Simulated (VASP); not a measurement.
# NbTe (P-6m2) in VASP: further runs

Runs on NbTe. Level: PBE. Tasks: single point.

Everything below comes from runs of VASP 6.6.1. Logs are shortened: lines on timing, memory, paths and dates and some standing lists are left out, and cuts for length are marked.

### 1 Starting point

It takes space group P-6m2 (No. 187, hexagonal). Conventional cell: a = 3.703 Å, b = 3.703 Å, c = 3.694 Å, α = 90.00°, β = 90.00°, γ = 120.00°. Te (site symmetry -6m2) has 6 Nb at 2.83 Å as nearest neighbours. Around Nb (site symmetry -6m2) lie 6 Te at 2.83 Å.

The cell comes from a database or a generator and needn't be the stable form of this composition.

### 2 Single point, PBE

The input, INCAR:

```
  PREC = Accurate
  ENCUT = 280
  EDIFF = 1E-7
  ISMEAR = 0
  SIGMA = 0.05
  LREAL = False
  LASPH = True
  NELM = 100
  ALGO = Normal
  ISIF = 2
  LWAVE = False
  LCHARG = False
  GGA = PE
  NBANDS = 16
  ADDGRID = False
```

The input, KPOINTS:

```
regular mesh
0
Gamma
  3 3 3
```

The input, POSCAR:

```
NbTe
1.0
    3.7029743866      0.0000000000      0.0000000000
   -1.8514871933      3.2068698884      0.0000000000
    0.0000000000      0.0000000000      3.6942110000
Te Nb
1 1
Direct
    0.6666666667      0.3333333333      0.0000000000
    0.0000000000      0.0000000000      0.5000000000
```

Potentials or basis: VASP PAW PBE potentials, release 64 (Te, Nb_pv).

Launch:

```bash
cat potpaw_PBE.64/Te/POTCAR potpaw_PBE.64/Nb_pv/POTCAR > POTCAR
mpirun -np 1 vasp_std > vasp.out
```

OUTCAR:

```text
PREC = Accurate
   ENCUT = 280
   EDIFF = 1E-7
   ISMEAR = 0
   LREAL = False
   LASPH = True
   NELM = 100
   ISIF = 2
   GGA = PE

 Found      6 irreducible k-points:

 Following reciprocal coordinates:
            Coordinates               Weight
  0.000000  0.000000  0.000000      1.000000
  0.333333  0.000000  0.000000      6.000000
  0.333333  0.333333  0.000000      2.000000
  0.000000  0.000000  0.333333      2.000000
  0.333333  0.000000  0.333333     12.000000
  0.333333  0.333333  0.333333      4.000000
   k-points           NKPTS =      6   k-points in BZ     NKDIM =      6   number of bands    NBANDS=     16
   number of dos      NEDOS =    301   number of ions     NIONS =      2
   total plane-waves  NPLWV =   8000
   dimension x,y,z NGX =    20 NGY =   20 NGZ =   20
   dimension x,y,z NGXF=    40 NGYF=   40 NGZF=   40
   ions per type =               1   1
   NGX,Y,Z   is equivalent  to a cutoff of   8.98,  8.98,  9.00 a.u.
   NGXF,Y,Z  is equivalent  to a cutoff of  17.96, 17.96, 18.00 a.u.
 SYSTEM =  unknown system
   PREC   = accura    normal or accurate (medium, high low for compatibility)
   ISTART =      0    job   : 0-new  1-cont  2-samecut
   ICHARG =      2    charge: 1-file 2-atom 10-const
   ISPIN  =      1    spin polarized calculation?
   LNONCOLLINEAR =      F non collinear calculations
   LSORBIT =      F    spin-orbit coupling
   LASPH  =      T    aspherical Exc in radial PAW
   ENCUT  =  280.0 eV  20.58 Ry    4.54 a.u.   5.05  5.05  5.04*2*pi/ulx,y,z
   NELM   =    100;   NELMIN=  2; NELMDL= -5     # of ELM steps
   EDIFF  = 0.1E-06   stopping-criterion for ELM
[... 18 lines left out ...]
     AMIX     =   0.40;   BMIX     =  1.00
     AMIX_MAG =   1.60;   BMIX_MAG =  1.00
  volume/ion in A,a.u.               =      21.93       148.02
  Fermi-wavevector in a.u.,A,eV,Ry     =   1.193548  2.255479 19.382272  1.424557
  Thomas-Fermi vector in A             =   2.329560
   LORBIT       =      0    0 simple, 1 ext, 2 COOP (PROOUT), +10 PAW based schemes
   GGA     = PE    functional components
[... 5 lines left out ...]
 non-spin polarized calculation
 Gauss-broadening in eV      SIGMA  =   0.05
  energy-cutoff  :      280.00
  volume of cell :       43.87
 maximum number of plane-waves:       474
   NGX = 11   NGY = 11   NGZ = 11

 number of electron      17.0000018 magnetization

 Free energy of the ion-electron system (eV)
  ---------------------------------------------------
  ext. energy  EPLUGINS =         0.00000000
  ---------------------------------------------------
  free energy    TOTEN  =       -13.24265377 eV

  energy without entropy =      -13.23742448  energy(sigma->0) =      -13.24003912

 E-fermi :   8.6547     XC(G=0): -11.2333

 val. band max:        8.4280236411   @ k =   0.0000   0.0000   0.3333
 cond. band min:       8.6573591535   @ k =   0.0000   0.0000   0.0000
 fundamental gap:      0.2293355123
 Fermi energy:         8.6547386390

 k-point     1 :       0.0000    0.0000    0.0000
  band No.  band energies     occupation
      1     -23.1725      2.00000
      2     -23.1371      2.00000
      3     -23.1371      2.00000
      4      -5.7763      2.00000
      5       5.3018      2.00000
      6       5.3018      2.00000
[... 8 lines left out ...]
     15      15.5531      0.00000
     16      15.5531      0.00000

 k-point     2 :       0.3333    0.0000    0.0000
  band No.  band energies     occupation
      1     -23.2378      2.00000
      2     -23.1609      2.00000
      3     -23.1554      2.00000
      4      -4.6407      2.00000
      5       2.2496      2.00000
      6       4.8962      2.00000
[... 8 lines left out ...]
     15      17.2553      0.00000
     16      17.5884      0.00000

 k-point     3 :       0.3333    0.3333    0.0000
  band No.  band energies     occupation
      1     -23.2405      2.00000
      2     -23.2201      2.00000
      3     -23.1470      2.00000
      4      -3.8608      2.00000
      5       2.0335      2.00000
      6       3.0334      2.00000
[... 8 lines left out ...]
     15      16.7118      0.00000
     16      17.7488      0.00000

 k-point     4 :       0.0000    0.0000    0.3333
  band No.  band energies     occupation
      1     -23.2578      2.00000
      2     -23.1299      2.00000
      3     -23.1299      2.00000
      4      -4.8385      2.00000
      5       1.7932      2.00000
      6       5.7933      2.00000
[... 8 lines left out ...]
     15      17.1074      0.00000
     16      17.1074      0.00000

 k-point     5 :       0.3333    0.0000    0.3333
  band No.  band energies     occupation
      1     -23.2331      2.00000
      2     -23.2231      2.00000
      3     -23.1511      2.00000
      4      -4.1292      2.00000
      5       2.4094      2.00000
      6       3.3112      2.00000
[... 8 lines left out ...]
     15      16.7013      0.00000
     16      17.9308      0.00000

 k-point     6 :       0.3333    0.3333    0.3333
  band No.  band energies     occupation
      1     -23.2260      2.00000
      2     -23.2194      2.00000
      3     -23.2067      2.00000
      4      -3.6656      2.00000
      5       2.4244      2.00000
      6       3.0799      2.00000
[... 8 lines left out ...]
     15      17.6010      0.00000
     16      17.7320      0.00000

------------------------ aborting loop because EDIFF is reached ----------------------------------------

  FORCE on cell =-STRESS in cart. coord.  units (eV):
  Direction    XX          YY          ZZ          XY          YZ          ZX
  --------------------------------------------------------------------------------------
  -------------------------------------------------------------------------------------
  Total       -0.4006289     -0.4006289      2.0540630      0.0000000      0.0000000      0.0000000
  in kB      -14.6318471    -14.6318471     75.0188848      0.0000000      0.0000000      0.0000000
  external PRESSURE =      15.2517302 kB  Pullay stress =       0.0000000 kB

 VOLUME and BASIS-vectors are now :
 -----------------------------------------------------------------------------
  energy-cutoff  :      280.00
  volume of cell :       43.87
      direct lattice vectors                 reciprocal lattice vectors
     3.702974387  0.000000000  0.000000000     0.270053178  0.155915275  0.000000000
    -1.851487193  3.206869888  0.000000000     0.000000000  0.311830550  0.000000000
     0.000000000  0.000000000  3.694211000     0.000000000  0.000000000  0.270693796

 POSITION                                       TOTAL-FORCE (eV/Angst)
 -----------------------------------------------------------------------------------
      1.85149      1.06896      0.00000         0.000000      0.000000      0.000000
      0.00000      0.00000      1.84711        -0.000000     -0.000000      0.000000
 -----------------------------------------------------------------------------------
    total drift:                               -0.000001      0.000001     -0.000000

  FREE ENERGIE OF THE ION-ELECTRON SYSTEM (eV)
  ---------------------------------------------------
  free  energy   TOTEN  =       -13.2426537684 eV

  energy  without entropy=      -13.2374244795  energy(sigma->0) =      -13.24003912
```

Wall time 3.6 s (1 thread of Intel Xeon Platinum 8488C (Sapphire Rapids), shared host); peak memory 0.12 GiB.

The run converged, but some of its settings lie outside the range that counts as converged, so its numbers aren't taken as properties of the crystal.

Results:

```yaml
Free_energy: -13.2427 eV
Pressure: 1.5 GPa
Band_gap_on_the_k_mesh: none (metal or under the smearing width)
```

Caveat: the k mesh is coarse (spacing up to 0.65 Å⁻¹), so the values aren't converged.

### 3 Single point, PBE

INCAR, as its differences from that of step 2:

```diff
@@ -1,3 +1,3 @@
   PREC = Accurate
-  ENCUT = 280
+  ENCUT = 340
   EDIFF = 1E-7
```

KPOINTS is that of step 2.

POSCAR is that of step 2.

Potentials or basis: VASP PAW PBE potentials, release 64 (Te, Nb_pv).

Launch:

```bash
cat potpaw_PBE.64/Te/POTCAR potpaw_PBE.64/Nb_pv/POTCAR > POTCAR
mpirun -np 1 vasp_std > vasp.out
```

It took 3.5 s on 1 thread of Intel Xeon Platinum 8488C (Sapphire Rapids), shared host; peak memory 0.13 GiB.

These settings aren't checked as converged: the numbers below hold their error.

Results:

| Quantity | Value |
| --- | --- |
| Free energy | -13.2549 eV |
| Pressure | 1.9 GPa |
| Band gap on the k mesh | none (metal or under the smearing width) |

Caveat: the k mesh is coarse (spacing up to 0.65 Å⁻¹), so the values aren't converged.

### 4 Single point, PBE

INCAR, as its differences from that of step 3:

```diff
@@ -1,3 +1,3 @@
   PREC = Accurate
-  ENCUT = 340
+  ENCUT = 400
   EDIFF = 1E-7
```

KPOINTS is that of step 3.

POSCAR is that of step 3.

Potentials or basis: VASP PAW PBE potentials, release 64 (Te, Nb_pv).

Launch:

```bash
cat potpaw_PBE.64/Te/POTCAR potpaw_PBE.64/Nb_pv/POTCAR > POTCAR
mpirun -np 1 vasp_std > vasp.out
```

OUTCAR:

```text
PREC = Accurate
   ENCUT = 400
   EDIFF = 1E-7
   ISMEAR = 0
   LREAL = False
   LASPH = True
   NELM = 100
   ISIF = 2
   GGA = PE

 Found      6 irreducible k-points:

 Following reciprocal coordinates:
            Coordinates               Weight
  0.000000  0.000000  0.000000      1.000000
  0.333333  0.000000  0.000000      6.000000
  0.333333  0.333333  0.000000      2.000000
  0.000000  0.000000  0.333333      2.000000
  0.333333  0.000000  0.333333     12.000000
  0.333333  0.333333  0.333333      4.000000
   k-points           NKPTS =      6   k-points in BZ     NKDIM =      6   number of bands    NBANDS=     16
   number of dos      NEDOS =    301   number of ions     NIONS =      2
   total plane-waves  NPLWV =  13824
   dimension x,y,z NGX =    24 NGY =   24 NGZ =   24
   dimension x,y,z NGXF=    48 NGYF=   48 NGZF=   48
   ions per type =               1   1
   NGX,Y,Z   is equivalent  to a cutoff of  10.77, 10.77, 10.80 a.u.
   NGXF,Y,Z  is equivalent  to a cutoff of  21.55, 21.55, 21.60 a.u.
 SYSTEM =  unknown system
   PREC   = accura    normal or accurate (medium, high low for compatibility)
   ISTART =      0    job   : 0-new  1-cont  2-samecut
   ICHARG =      2    charge: 1-file 2-atom 10-const
   ISPIN  =      1    spin polarized calculation?
   LNONCOLLINEAR =      F non collinear calculations
   LSORBIT =      F    spin-orbit coupling
   LASPH  =      T    aspherical Exc in radial PAW
   ENCUT  =  400.0 eV  29.40 Ry    5.42 a.u.   6.04  6.04  6.02*2*pi/ulx,y,z
   NELM   =    100;   NELMIN=  2; NELMDL= -5     # of ELM steps
   EDIFF  = 0.1E-06   stopping-criterion for ELM
[... 18 lines left out ...]
     AMIX     =   0.40;   BMIX     =  1.00
     AMIX_MAG =   1.60;   BMIX_MAG =  1.00
  volume/ion in A,a.u.               =      21.93       148.02
  Fermi-wavevector in a.u.,A,eV,Ry     =   1.193548  2.255479 19.382272  1.424557
  Thomas-Fermi vector in A             =   2.329560
   LORBIT       =      0    0 simple, 1 ext, 2 COOP (PROOUT), +10 PAW based schemes
   GGA     = PE    functional components
[... 5 lines left out ...]
 non-spin polarized calculation
 Gauss-broadening in eV      SIGMA  =   0.05
  energy-cutoff  :      400.00
  volume of cell :       43.87
 maximum number of plane-waves:       807
   NGX = 13   NGY = 13   NGZ = 13

 number of electron      17.0000004 magnetization

 Free energy of the ion-electron system (eV)
  ---------------------------------------------------
  ext. energy  EPLUGINS =         0.00000000
  ---------------------------------------------------
  free energy    TOTEN  =       -13.25541119 eV

  energy without entropy =      -13.25016478  energy(sigma->0) =      -13.25278798

 E-fermi :   8.6576     XC(G=0): -11.2331

 val. band max:        8.4294515132   @ k =   0.0000   0.0000   0.3333
 cond. band min:       8.6603390582   @ k =   0.0000   0.0000   0.0000
 fundamental gap:      0.2308875451
 Fermi energy:         8.6575733667

 k-point     1 :       0.0000    0.0000    0.0000
  band No.  band energies     occupation
      1     -23.1601      2.00000
      2     -23.1247      2.00000
      3     -23.1247      2.00000
      4      -5.7765      2.00000
      5       5.3011      2.00000
      6       5.3011      2.00000
[... 8 lines left out ...]
     15      15.5516      0.00000
     16      15.5516      0.00000

 k-point     2 :       0.3333    0.0000    0.0000
  band No.  band energies     occupation
      1     -23.2254      2.00000
      2     -23.1486      2.00000
      3     -23.1431      2.00000
      4      -4.6410      2.00000
      5       2.2488      2.00000
      6       4.8959      2.00000
[... 8 lines left out ...]
     15      17.2522      0.00000
     16      17.5872      0.00000

 k-point     3 :       0.3333    0.3333    0.0000
  band No.  band energies     occupation
      1     -23.2283      2.00000
      2     -23.2078      2.00000
      3     -23.1345      2.00000
      4      -3.8612      2.00000
      5       2.0328      2.00000
      6       3.0328      2.00000
[... 8 lines left out ...]
     15      16.7100      0.00000
     16      17.7507      0.00000

 k-point     4 :       0.0000    0.0000    0.3333
  band No.  band energies     occupation
      1     -23.2455      2.00000
      2     -23.1175      2.00000
      3     -23.1175      2.00000
      4      -4.8384      2.00000
      5       1.7926      2.00000
      6       5.7934      2.00000
[... 8 lines left out ...]
     15      17.1039      0.00000
     16      17.1039      0.00000

 k-point     5 :       0.3333    0.0000    0.3333
  band No.  band energies     occupation
      1     -23.2208      2.00000
      2     -23.2108      2.00000
      3     -23.1387      2.00000
      4      -4.1298      2.00000
      5       2.4085      2.00000
      6       3.3107      2.00000
[... 8 lines left out ...]
     15      16.6987      0.00000
     16      17.9296      0.00000

 k-point     6 :       0.3333    0.3333    0.3333
  band No.  band energies     occupation
      1     -23.2137      2.00000
      2     -23.2070      2.00000
      3     -23.1943      2.00000
      4      -3.6664      2.00000
      5       2.4233      2.00000
      6       3.0791      2.00000
[... 8 lines left out ...]
     15      17.5989      0.00000
     16      17.7293      0.00000

------------------------ aborting loop because EDIFF is reached ----------------------------------------

  FORCE on cell =-STRESS in cart. coord.  units (eV):
  Direction    XX          YY          ZZ          XY          YZ          ZX
  --------------------------------------------------------------------------------------
  -------------------------------------------------------------------------------------
  Total       -0.2941657     -0.2941657      2.1628682      0.0000000     -0.0000000      0.0000000
  in kB      -10.7435746    -10.7435746     78.9926888      0.0000000     -0.0000000      0.0000000
  external PRESSURE =      19.1685132 kB  Pullay stress =       0.0000000 kB

 VOLUME and BASIS-vectors are now :
 -----------------------------------------------------------------------------
  energy-cutoff  :      400.00
  volume of cell :       43.87
      direct lattice vectors                 reciprocal lattice vectors
     3.702974387  0.000000000  0.000000000     0.270053178  0.155915275  0.000000000
    -1.851487193  3.206869888  0.000000000     0.000000000  0.311830550  0.000000000
     0.000000000  0.000000000  3.694211000     0.000000000  0.000000000  0.270693796

 POSITION                                       TOTAL-FORCE (eV/Angst)
 -----------------------------------------------------------------------------------
      1.85149      1.06896      0.00000        -0.000000      0.000000      0.000000
      0.00000      0.00000      1.84711         0.000000     -0.000000      0.000000
 -----------------------------------------------------------------------------------
    total drift:                               -0.000000      0.000000      0.000000

  FREE ENERGIE OF THE ION-ELECTRON SYSTEM (eV)
  ---------------------------------------------------
  free  energy   TOTEN  =       -13.2554111850 eV

  energy  without entropy=      -13.2501647791  energy(sigma->0) =      -13.25278798
```

Wall time 4.2 s (1 thread of Intel Xeon Platinum 8488C (Sapphire Rapids), shared host); peak memory 0.13 GiB.

The run converged, but some of its settings lie outside the range that counts as converged, so its numbers aren't taken as properties of the crystal.

Results:

| Quantity | Value |
| --- | --- |
| Free energy | -13.2554 eV |
| Pressure | 1.9 GPa |
| Band gap on the k mesh | none (metal or under the smearing width) |

Caveat: the k mesh is coarse (spacing up to 0.65 Å⁻¹), so the values aren't converged.

### 5 Single point, PBE

INCAR, as its differences from that of step 4:

```diff
@@ -1,3 +1,3 @@
   PREC = Accurate
-  ENCUT = 400
+  ENCUT = 460
   EDIFF = 1E-7
```

KPOINTS is that of step 4.

POSCAR is that of step 4.

Launch:

```bash
cat potpaw_PBE.64/Te/POTCAR potpaw_PBE.64/Nb_pv/POTCAR > POTCAR
mpirun -np 1 vasp_std > vasp.out
```

Wall time 5.3 s (1 thread of Intel Xeon Platinum 8488C (Sapphire Rapids), shared host); peak memory 0.15 GiB.

These settings aren't checked as converged: the numbers below hold their error.

Results:

| Quantity | Value |
| --- | --- |
| Free energy | -13.2560 eV |
| Pressure | 1.9 GPa |
| Band gap on the k mesh | none (metal or under the smearing width) |

Caveat: the k mesh is coarse (spacing up to 0.65 Å⁻¹), so the values aren't converged.

### 6 Single point, PBE

INCAR, as its differences from that of step 5:

```diff
@@ -1,3 +1,3 @@
   PREC = Accurate
-  ENCUT = 460
+  ENCUT = 280
   EDIFF = 1E-7
```

The input, KPOINTS:

```
regular mesh
0
Gamma
  4 4 4
```

POSCAR is that of step 5.

Potentials or basis: VASP PAW PBE potentials, release 64 (Te, Nb_pv).

Launch:

```bash
cat potpaw_PBE.64/Te/POTCAR potpaw_PBE.64/Nb_pv/POTCAR > POTCAR
mpirun -np 1 vasp_std > vasp.out
```

Wall time 4.4 s (1 thread of Intel Xeon Platinum 8488C (Sapphire Rapids), shared host); peak memory 0.12 GiB.

These settings aren't checked as converged: the numbers below hold their error.

Results:

```yaml
Free_energy: -13.4889 eV
Pressure: -0.5 GPa
Band_gap_on_the_k_mesh: none (metal or under the smearing width)
```

Caveat: the k mesh is coarse (spacing up to 0.49 Å⁻¹), so the values aren't converged.
